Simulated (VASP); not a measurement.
Energy against volume of CuI (zinc blende). Calculation: PW91 GGA, VASP's PBE PAW potentials (set 64) (plane waves; VASP). Settings: 520 eV cut-off, 8×8×8 Γ-centred mesh, Gaussian smearing of 0.050 eV, potentials Cu I.

| V (Å³/atom) | E (eV/atom) |
|---|---|
| 27.249 | -2.80451 |
| 28.092 | -2.80785 |
| 28.935 | -2.80494 |
| 29.778 | -2.79683 |

**Question.** Fit these four points and predict the energy of the run at 26.407 Å³/atom.

**Answer.** A cubic in V^(−2/3), the third-order Birch-Murnaghan form, passes through the four points with V0 = 28.10 Å³/atom and B0 = 39 GPa, and gives -2.7937 eV/atom there. The run gave -2.7936 eV/atom, +0.1 meV/atom from the fit; all five points give B0 = 40 GPa.

The compound is CuI in the zinc blende structure. It was relaxed first.
